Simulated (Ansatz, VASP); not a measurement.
**HPbNO4: VASP beside Ansatz**

Contents of INCAR:

```
PREC = Accurate
ENCUT = 520
EDIFF = 1E-7
ISMEAR = -1
SIGMA = 0.05
LREAL = F
LASPH = T
NELM = 60
ALGO = Normal
ISIF = 2
LWAVE = F
LCHARG = F
GGA = PE
NBANDS = 31
KPAR = 4
```

KPOINTS

```
Automatic mesh
0
Gamma
  7 6 5
```

Contents of POSCAR:

```
HPbNO4
1.0
    3.8826142544      0.0017917884     -0.0368222587
    0.1746792388      4.3630652074     -0.0165790760
    0.7630502125      0.8442846652      5.9155391475
H Pb N O
1 1 1 4
Direct
    0.6151100000      0.8955900000      0.1984400000
    0.6459700000      0.4465100000      0.9168500000
    0.7147400000      0.2381000000      0.5005800000
    0.1695800000      0.4700700000      0.7776800000
    0.6291900000      0.9704500000      0.4984500000
    0.5642400000      0.9258300000      0.0384900000
    0.7802200000      0.4225000000      0.3195100000
```

File input.yaml:

```yaml
crystal:
  lattice:
    - [3.8826142544, 0.0017917884, -0.0368222587]
    - [0.1746792388, 4.3630652074, -0.016579076]
    - [0.7630502125, 0.8442846652, 5.9155391475]
  atoms:
    - { symbol: H, position: [0.61511, 0.89559, 0.19844] }
    - { symbol: Pb, position: [0.64597, 0.44651, 0.91685] }
    - { symbol: "N", position: [0.71474, 0.2381, 0.50058] }
    - { symbol: O, position: [0.16958, 0.47007, 0.77768] }
    - { symbol: O, position: [0.62919, 0.97045, 0.49845] }
    - { symbol: O, position: [0.56424, 0.92583, 0.03849] }
    - { symbol: O, position: [0.78022, 0.4225, 0.31951] }
hamiltonian:
  xc: pbe
  pseudopotentials: { kind: paw }
kpoints:
  mp_grid: { grid: [7, 6, 5] }
scf:
  occupations: { method: fermi_dirac, width: 0.05 }
output:
  forces: true
  stress: true
  eigenvalues: true
  write_density: true
  write_potential: true
  elf: true
  volumetric_format: npy
```

Change from the starting cell: volume scaled by 1.02.

Alike in both runs: task single point; functional PBE; k mesh 7 × 6 × 5; occupations fermi-dirac, width 0.05 eV; no spin polarisation.

|  | VASP | Ansatz |
| --- | --- | --- |
| version | VASP 6.6.1 | Ansatz 0.2.0 |
| potentials or method | VASP PAW PBE potentials, release 64 (H, Pb_d, N, O) | Ansatz PAW |
| plane-wave cutoff (eV) | 520 | 420 |
| valence electrons in the cell | 44 | 44 |

VASP gave:

```
gap on the k mesh at the Fermi level (eV)       : 0.34
least direct gap on the mesh (eV)               : 0.55
pressure (GPa)                                  : -1.2
largest component of the traceless stress (GPa) : 0.16
rms of the force components (eV/Å)              : 0.063
```

Which values does Ansatz return?

gap on the k mesh at the Fermi level (eV): 0.33; least direct gap on the mesh (eV): 0.55; pressure (GPa): -1.7; largest component of the traceless stress (GPa): 0.46; rms of the force components (eV/Å): 0.211.

Atom by atom the forces differ by 0.183 eV/Å (rms over components). One of these differences is far larger than is usual between the two programs; its cause wasn't traced.

Caveats: spin-orbit coupling is left out, which as a rule narrows the gap of such compounds by several tenths of an eV; the standard files for N, O and F lose accuracy on very short bonds (VASP); an odd mesh through Γ misses points on the zone boundary, where band edges often lie (VASP); odd divisions of the mesh miss points on the zone boundary, where band edges often lie, so the gap on the mesh can be too wide (Ansatz); the pressure holds a Pulay correction of +0.6 GPa for the finite cutoff (Ansatz).
